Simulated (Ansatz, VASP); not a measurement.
## Cross-check of FeSi2 (Linzhiite) between VASP and Ansatz

One calculation is typed for both programs; each brings its own data sets. How far apart do they land? The cell is taken from a series of runs on this material, whose earlier steps may have relaxed, scaled, displaced or heated it; both programs get it as it stands.

Calculated with Ansatz 0.2.0; plane waves, with VASP 6.6.1 beside it; zone-centre phonons at PBEsol.

**1. The structure**

Symmetry: P4/mmm, No. 123, tetragonal system. Conventional cell: a = 2.635 Å, b = 2.635 Å, c = 5.057 Å, α = 90.00°, β = 90.00°, γ = 90.00°. Nearest to Si lie 1 Si at 2.29 Å and 4 Fe at 2.32 Å. Nearest to Fe lie 8 Si at 2.32 Å. Farther neighbours are not listed.

**2. VASP: zone-centre phonons, PBEsol**

Second derivatives magnify differences that forces hide, and they need a tight electronic threshold.

Lines of VASP's logs that name or quote its potential files are left out, and so is its time.

File INCAR:

```
SYSTEM = FeSi2
PREC = Accurate
ENCUT = 600
EDIFF = 1E-08
NELM = 120
ISMEAR = 1
SIGMA = 0.2
LREAL = .FALSE.
ALGO = Normal
GGA = PS
NBANDS = 14
LASPH = .TRUE.
LORBIT = 11
LWAVE = .FALSE.
LCHARG = .FALSE.
ISIF = 2
IBRION = 8
GGA_COMPAT = .FALSE.
KPAR = 2
```

File POSCAR:

```
FeSi2
1.0
    2.6346971303      0.0000000000      0.0000000000
    0.0000000000      2.6346971303      0.0000000000
    0.0000000000      0.0000000000      5.0569251559
Si Fe
2 1
Direct
    0.5000000000      0.5000000000      0.2732018538
    0.5000000000      0.5000000000      0.7267981462
    0.0000000000      0.0000000000      0.0000000000
```

File KPOINTS:

```
Automatic mesh
0
Gamma
16 16 8
0 0 0
```

Potentials, in the order of the species: Si and Fe (PBE family, release 64).

On the command line:

```
mpirun -np 2 vasp_std
```

Numbers of over 12 decimals in the logs are rounded to 6 here.

What it wrote:

```text
[banner, memory and clock lines left out]
running    2 mpi-ranks, on    1 nodes
 distrk:  each k-point on    1 cores,    2 groups
 distr:  one band on    1 cores,    1 groups

 POSCAR found type information on POSCAR SiFe
 POSCAR found :  2 types and       3 ions
|                                                                             |
|               ----> ADVICE to this user running VASP <----                  |
|                                                                             |
|     You enforced a specific xc type in the INCAR file but a different       |
|     [... a line on the potential file left out ...]
|     I HOPE YOU KNOW WHAT YOU ARE DOING!                                     |
|                                                                             |

 LDA part: xc-table for (Slater+PW92), standard interpolation
 POSCAR, INCAR and KPOINTS ok, starting setup
 FFT: planning ... GRIDC
 FFT: planning ... GRID_SOFT
 FFT: planning ... GRID
 WAVECAR not read
 entering main loop
       N       E                     dE             d eps       ncg     rms          rms(c)
DAV:   1     0.672058387124E+02    0.67206E+02   -0.78508E+03  6364   0.130E+03
DAV:   2    -0.195303869243E+02   -0.86736E+02   -0.77148E+02  6470   0.234E+02
DAV:   3    -0.235887276925E+02   -0.40583E+01   -0.39089E+01  8514   0.562E+01
DAV:   4    -0.236794166949E+02   -0.90689E-01   -0.90542E-01  7240   0.775E+00
DAV:   5    -0.236817905456E+02   -0.23739E-02   -0.23733E-02  8512   0.135E+00    0.186E+01
DAV:   6    -0.260301496963E+02   -0.23484E+01   -0.18191E+01  8120   0.102E+02    0.179E+01
DAV:   7    -0.221187026900E+02    0.39114E+01   -0.14877E+01  8502   0.913E+01    0.588E+00
DAV:   8    -0.219409080354E+02    0.17779E+00   -0.61785E-01  8820   0.103E+01    0.184E+00
DAV:   9    -0.219099093927E+02    0.30999E-01   -0.68303E-02  8800   0.536E+00    0.700E-01
DAV:  10    -0.219081933903E+02    0.17160E-02   -0.46257E-03  7528   0.580E-01    0.103E-01
DAV:  11    -0.219081792637E+02    0.14127E-04   -0.24028E-04  8222   0.161E-01    0.618E-02
DAV:  12    -0.219081707323E+02    0.85314E-05   -0.28367E-05  7980   0.701E-02    0.273E-02
DAV:  13    -0.219081696802E+02    0.10521E-05   -0.68873E-06  8010   0.305E-02    0.108E-02
DAV:  14    -0.219081694853E+02    0.19491E-06   -0.64882E-07  8794   0.110E-02    0.394E-03
DAV:  15    -0.219081694750E+02    0.10241E-07   -0.17636E-07  8362   0.468E-03    0.116E-03
DAV:  16    -0.219081694710E+02    0.39836E-08   -0.73618E-09  4436   0.163E-03
   1 F= -.21908169E+02 E0= -.21908512E+02  d E =0.102854E-02
 Linear response reoptimize wavefunctions to high precision
DAV:   1    -0.219081694659E+02    0.51843E-08   -0.22590E-09  6270   0.649E-04
DAV:   2    -0.219081694659E+02   -0.61618E-10   -0.60748E-10  4014   0.276E-04
 Linear response DOF=           4
 Linear response progress:
  Degree of freedom:   1/  4
       N       E                     dE             d eps       ncg     rms          rms(c)
RMM:   1    -0.121713257639E-01   -0.12171E-01   -0.10675E-03 36213   0.877E-01
RMM:   2    -0.113528919594E-01    0.81843E-03   -0.38011E-04 22183   0.398E-01    0.704E-02
RMM:   3    -0.114271009784E-01   -0.74209E-04   -0.25819E-04 27201   0.126E-01    0.393E-02
RMM:   4    -0.115375178896E-01   -0.11042E-03   -0.35334E-05 25374   0.528E-02    0.569E-03
RMM:   5    -0.115379684739E-01   -0.45058E-06   -0.65366E-06 28577   0.167E-02    0.316E-03
RMM:   6    -0.115163317519E-01    0.21637E-04   -0.11331E-06 26796   0.819E-03    0.130E-03
RMM:   7    -0.115238052797E-01   -0.74735E-05   -0.14299E-07 23738   0.379E-03    0.640E-04
RMM:   8    -0.115245565133E-01   -0.75123E-06   -0.14585E-08 25171   0.172E-03    0.241E-04
RMM:   9    -0.115247599182E-01   -0.20340E-06   -0.10253E-08 27916   0.608E-04    0.672E-05
RMM:  10    -0.115243699507E-01    0.38997E-06   -0.25291E-09 27575   0.207E-04    0.174E-05
RMM:  11    -0.115244587919E-01   -0.88841E-07   -0.67178E-10 29015   0.646E-05    0.657E-06
RMM:  12    -0.115244361464E-01    0.22645E-07   -0.51250E-10 26909   0.278E-05    0.302E-06
RMM:  13    -0.115244373118E-01   -0.11654E-08   -0.25690E-10 29654   0.164E-05    0.576E-07
 first order change of Fermi-energy   0.27869E-04
 force on displaced ion       1 direction 1 :  -5.604   0.000   0.002
 Linear response progress:
  Degree of freedom:   2/  4
       N       E                     dE             d eps       ncg     rms          rms(c)
RMM:   1    -0.346061553995E-01   -0.34606E-01    0.10632E-01 14456   0.173E+00
RMM:   2    -0.321192970526E-01    0.24869E-02   -0.17005E-03  8658   0.676E-01    0.195E-01
RMM:   3    -0.325083782717E-01   -0.38908E-03   -0.16274E-03  7960   0.504E-01    0.242E-01
RMM:   4    -0.321247115637E-01    0.38367E-03   -0.72714E-04  7462   0.379E-01    0.800E-02
RMM:   5    -0.322410961304E-01   -0.11638E-03   -0.17811E-04 10231   0.944E-02    0.255E-02
RMM:   6    -0.322605372850E-01   -0.19441E-04   -0.13781E-05  9725   0.307E-02    0.996E-03
RMM:   7    -0.322713105426E-01   -0.10773E-04   -0.23877E-06  9002   0.171E-02    0.170E-03
RMM:   8    -0.322707280629E-01    0.58248E-06   -0.76802E-07 10644   0.648E-03    0.771E-04
RMM:   9    -0.322699994969E-01    0.72857E-06   -0.32918E-08 10422   0.184E-03    0.472E-04
RMM:  10    -0.322700995010E-01   -0.10000E-06   -0.19945E-08 10268   0.640E-04    0.811E-05
RMM:  11    -0.322701002683E-01   -0.76736E-09   -0.16352E-09 10225   0.237E-04    0.291E-05
 first order change of Fermi-energy  -0.64764E-01
 force on displaced ion       1 direction 3 :  -0.000  -0.000 -22.345
 Linear response progress:
  Degree of freedom:   3/  4
       N       E                     dE             d eps       ncg     rms          rms(c)
RMM:   1    -0.164682708146E+00   -0.16468E+00   -0.84622E-02 18631   0.262E+00
RMM:   2    -0.164491443430E+00    0.19126E-03   -0.21152E-03 15391   0.559E-01    0.218E-01
RMM:   3    -0.164272353486E+00    0.21909E-03   -0.36737E-04 17869   0.136E-01    0.131E-01
RMM:   4    -0.164719433708E+00   -0.44708E-03   -0.38273E-04 18262   0.141E-01    0.103E-02
RMM:   5    -0.164655806973E+00    0.63627E-04   -0.83422E-06 18446   0.248E-02    0.644E-03
RMM:   6    -0.164645150273E+00    0.10657E-04   -0.98441E-07 15404   0.128E-02    0.552E-03
RMM:   7    -0.164639212911E+00    0.59374E-05   -0.32979E-07 14654   0.902E-03    0.734E-04
RMM:   8    -0.164633778756E+00    0.54342E-05   -0.97023E-08 19153   0.218E-03    0.311E-04
RMM:   9    -0.164633000715E+00    0.77804E-06   -0.11973E-08 17673   0.759E-04    0.151E-04
RMM:  10    -0.164632112057E+00    0.88866E-06   -0.43029E-09 17350   0.351E-04    0.414E-05
RMM:  11    -0.164632121964E+00   -0.99066E-08   -0.40518E-09 19194   0.143E-04    0.125E-05
 first order change of Fermi-energy   0.42159E-03
 force on displaced ion       3 direction 1 : -10.508  -0.000   0.000
 Linear response progress:
  Degree of freedom:   4/  4
       N       E                     dE             d eps       ncg     rms          rms(c)
RMM:   1    -0.189531812934E+00   -0.18953E+00   -0.10243E-01 11399   0.244E+00
RMM:   2    -0.182438087866E+00    0.70937E-02   -0.27163E-03  8023   0.784E-01    0.243E-01
RMM:   3    -0.181417178849E+00    0.10209E-02   -0.19495E-03  9851   0.307E-01    0.129E-01
RMM:   4    -0.181555713210E+00   -0.13853E-03   -0.42017E-04 10163   0.114E-01    0.610E-02
RMM:   5    -0.181848373393E+00   -0.29266E-03   -0.12589E-04  9643   0.901E-02    0.999E-03
RMM:   6    -0.181861568809E+00   -0.13195E-04   -0.69283E-06  8571   0.293E-02    0.783E-03
RMM:   7    -0.181865332013E+00   -0.37632E-05   -0.24924E-06  8966   0.152E-02    0.297E-03
RMM:   8    -0.181848424458E+00    0.16908E-04   -0.75903E-07  9993   0.565E-03    0.682E-04
RMM:   9    -0.181848711402E+00   -0.28694E-06   -0.90385E-08  9965   0.232E-03    0.580E-04
RMM:  10    -0.181847888969E+00    0.82243E-06   -0.13901E-08 10672   0.612E-04    0.377E-04
RMM:  11    -0.181847586944E+00    0.30202E-06   -0.88906E-09 10311   0.480E-04    0.714E-05
RMM:  12    -0.181847789448E+00   -0.20250E-06   -0.35846E-09 10667   0.189E-04    0.300E-05
RMM:  13    -0.181847792624E+00   -0.31768E-08   -0.18063E-09 10344   0.863E-05    0.123E-05
 first order change of Fermi-energy   0.28170E-02
 force on displaced ion       3 direction 3 :  -0.000   0.000 -15.604
 Linear response finished
```

Parts of OUTCAR (step 2):

```text
ion  position               nearest neighbor table
   1  0.500  0.500  0.273-   2 2.29   3 2.32   3 2.32   3 2.32   3 2.32   2 2.76
   2  0.500  0.500  0.727-   1 2.29   3 2.32   3 2.32   3 2.32   3 2.32   1 2.76
   3  0.000  0.000  0.000-   1 2.32   2 2.32   1 2.32   2 2.32   1 2.32   2 2.32   1 2.32   2 2.32

  LATTYP: Found a simple tetragonal cell.
 ALAT       =     2.6346971303
 C/A-ratio  =     1.9193572945

 Subroutine GETGRP returns: Found 16 space group operations
 (whereof 16 operations were pure point group operations)

The static configuration has the point symmetry D_4h.

 Found    225 irreducible k-points:

   k-points           NKPTS =    225   k-points in BZ     NKDIM =    225   number of bands    NBANDS=     14

   dimension x,y,z NGX =    24 NGY =   24 NGZ =   40
   dimension x,y,z NGXF=    48 NGYF=   48 NGZF=   80

   ENCUT  =  600.0 eV  44.10 Ry    6.64 a.u.   5.26  5.26 10.10*2*pi/ulx,y,z

   NELECT =      16.0000    total number of electrons

 k-points in reciprocal lattice and weights: Automatic mesh
   0.00000000  0.00000000  0.00000000       0.000
   0.06250000  0.00000000  0.00000000       0.002
   0.12500000  0.00000000  0.00000000       0.002
   0.18750000  0.00000000  0.00000000       0.002
   0.25000000  0.00000000  0.00000000       0.002
   0.31250000  0.00000000  0.00000000       0.002
   0.37500000  0.00000000  0.00000000       0.002
   0.43750000  0.00000000  0.00000000       0.002
   0.50000000  0.00000000  0.00000000       0.001
[...]
0.50000000  0.43750000  0.50000000       0.002
   0.50000000  0.50000000  0.50000000       0.000

 average (electrostatic) potential at core
       1 -78.9896       2 -78.9896       3 -38.6819

  Total        2.0293390      2.0293390      2.0382921      0.0000000      0.0000000      0.0000000
  in kB       92.6226638     92.6226638     93.0312966      0.0000000      0.0000000      0.0000000
  external PRESSURE =      92.7588748 kB  Pullay stress =       0.0000000 kB

  energy-cutoff  :      600.00
  volume of cell :       35.10
      direct lattice vectors                 reciprocal lattice vectors
     2.634697130  0.000000000  0.000000000     0.379550267  0.000000000  0.000000000
     0.000000000  2.634697130  0.000000000     0.000000000  0.379550267  0.000000000
     0.000000000  0.000000000  5.056925156     0.000000000  0.000000000  0.197748626

 POSITION                                       TOTAL-FORCE (eV/Angst)
 -----------------------------------------------------------------------------------
      1.31735      1.31735      1.38156        -0.000000      0.000000      0.024966
      1.31735      1.31735      3.67536         0.000000     -0.000000     -0.024966
      0.00000      0.00000      0.00000        -0.000000      0.000000     -0.000000
 -----------------------------------------------------------------------------------
    total drift:                               -0.000000      0.000000      0.000000

 Eigenvectors and eigenvalues of the dynamical matrix
 ----------------------------------------------------

   1 f  =   17.916566 THz   112.573106 2PiTHz  597.632325 cm-1    74.096931 meV
             X         Y         Z           dx          dy          dz
      1.317349  1.317349  1.381561    -0.000000   -0.000000   -0.707107
      1.317349  1.317349  3.675364    -0.000000   -0.000000    0.707107
      0.000000  0.000000  0.000000     0.000000   -0.000000    0.000000

   2 f  =   11.669889 THz    73.324078 2PiTHz  389.265612 cm-1    48.262763 meV
             X         Y         Z           dx          dy          dz
      1.317349  1.317349  1.381561    -0.000000    0.000000   -0.499290
      1.317349  1.317349  3.675364     0.000000    0.000000   -0.499290
      0.000000  0.000000  0.000000     0.000000    0.000000    0.708110

   3 f  =    9.572892 THz    60.148255 2PiTHz  319.317308 cm-1    39.590283 meV
             X         Y         Z           dx          dy          dz
      1.317349  1.317349  1.381561    -0.362804   -0.342746   -0.000000
      1.317349  1.317349  3.675364    -0.362804   -0.342746   -0.000000
      0.000000  0.000000  0.000000     0.514930    0.486460    0.000000

   4 f  =    9.572892 THz    60.148255 2PiTHz  319.317308 cm-1    39.590283 meV
             X         Y         Z           dx          dy          dz
      1.317349  1.317349  1.381561    -0.342746    0.362804    0.000000
      1.317349  1.317349  3.675364    -0.342746    0.362804    0.000000
      0.000000  0.000000  0.000000     0.486460   -0.514930    0.000000

   5 f  =    7.202401 THz    45.254022 2PiTHz  240.246249 cm-1    29.786725 meV
             X         Y         Z           dx          dy          dz
      1.317349  1.317349  1.381561    -0.000000   -0.707107    0.000000
      1.317349  1.317349  3.675364     0.000000    0.707107   -0.000000
      0.000000  0.000000  0.000000    -0.000000    0.000000    0.000000

   6 f  =    7.202401 THz    45.254022 2PiTHz  240.246249 cm-1    29.786725 meV
             X         Y         Z           dx          dy          dz
      1.317349  1.317349  1.381561     0.707107   -0.000000    0.000000
      1.317349  1.317349  3.675364    -0.707107    0.000000   -0.000000
      0.000000  0.000000  0.000000     0.000000   -0.000000    0.000000

   7 f/i=    0.000260 THz     0.001631 2PiTHz    0.008658 cm-1     0.001073 meV
             X         Y         Z           dx          dy          dz
      1.317349  1.317349  1.381561     0.000000   -0.000000    0.500709
      1.317349  1.317349  3.675364     0.000000   -0.000000    0.500709
      0.000000  0.000000  0.000000    -0.000000    0.000000    0.706102

   8 f/i=    0.003394 THz     0.021325 2PiTHz    0.113209 cm-1     0.014036 meV
             X         Y         Z           dx          dy          dz
      1.317349  1.317349  1.381561    -0.046724    0.498713   -0.000000
      1.317349  1.317349  3.675364    -0.046724    0.498713   -0.000000
      0.000000  0.000000  0.000000    -0.065841    0.702758    0.000000

   9 f/i=    0.003394 THz     0.021325 2PiTHz    0.113209 cm-1     0.014036 meV
             X         Y         Z           dx          dy          dz
      1.317349  1.317349  1.381561    -0.498713   -0.046724    0.000000
      1.317349  1.317349  3.675364    -0.498713   -0.046724    0.000000
      0.000000  0.000000  0.000000    -0.702758   -0.065841    0.000000

 ELASTIC MODULI CONTR FROM IONIC RELAXATION (kBar)
 Direction    XX          YY          ZZ          XY          YZ          ZX
 --------------------------------------------------------------------------------
 XX        -173.3832   -173.3832     65.9271      0.0000      0.0000      0.0000
 YY        -173.3832   -173.3832     65.9271      0.0000      0.0000      0.0000
 ZZ          65.9271     65.9271    -25.0680      0.0000     -0.0000     -0.0000
 XY           0.0000      0.0000      0.0000      0.0000      0.0000      0.0000
 YZ           0.0000      0.0000     -0.0000      0.0000   -769.1060     -0.0000
 ZX           0.0000      0.0000     -0.0000      0.0000     -0.0000   -617.6283
 --------------------------------------------------------------------------------
```

This run has no spin polarisation, so a moment on Fe, if there is one, isn't seen.

(Part 1 of 2 ends here.)

[Lines on the potential files, build, host, timing and source positions are cut from VASP's logs without a mark.]

[Logs are printed without paths, hosts, clocks, repeated set-up lines and the standing remarks that a program may print on its own settings, such as how far it seeks lower states.]

[Hosts, paths, dates, database ids (printed as entryN), source tags and the programs' standing remarks are cut or masked in the printed files.]
